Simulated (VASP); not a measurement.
Write the native input for VASP 6.6.1 that does the following.

* Task: single point
* Functional: PBEsol
* Potentials or basis: VASP PAW PBE potentials, release 64 (Na_pv, Cl_h)
* Cutoff: 900 eV
* k mesh: 8 × 8 × 8
* Occupations: gaussian, width 0.02 eV
* Spin: no spin polarisation
* Further INCAR settings: ALGO = Fast; EDIFF = 1e-06; NBANDS = 14

The structure of NaCl lies in POSCAR:

```
NaCl
1.0
    0.0000000000      2.8036200000      2.8036200000
    2.8036200000      0.0000000000      2.8036200000
    2.8036200000      2.8036200000      0.0000000000
Na Cl
1 1
Direct
    0.0000000000      0.0000000000      0.0000000000
    0.5000000000      0.5000000000      0.5000000000
```

One way to write it, as run:

INCAR

```
SYSTEM = NaCl
PREC = Accurate ; ENCUT = 900
EDIFF = 1E-6 ; ISMEAR = 0
SIGMA = 0.02 ; LREAL = .False.
LASPH = .True. ; NELM = 60
ALGO = Fast ; ISIF = 2
LWAVE = .False. ; LCHARG = .False.
GGA = PS ; NBANDS = 14
```

KPOINTS

```
Automatic mesh
0
Gamma
  8 8 8
  0 0 0
```

Potentials or basis: VASP PAW PBE potentials, release 64 (Na_pv, Cl_h).

Run with:

```console
$ cat potpaw_PBE.64/Na_pv/POTCAR potpaw_PBE.64/Cl_h/POTCAR > POTCAR
$ mpirun -np 1 vasp_std > vasp.out
```

Results of the run:

```json
{"Pressure": "0.0 GPa", "Band gap on the k mesh": "5.00 eV, direct"}
```

Caveat: the PAW data sets were made with another functional, which shifts forces and pressure a little.

It took 43 s on 1 thread of Intel(R) Xeon(R) Platinum 8259CL CPU @ 2.50GHz (Skylake/Cascade Lake), on a shared host, peak memory 0.24 GiB.
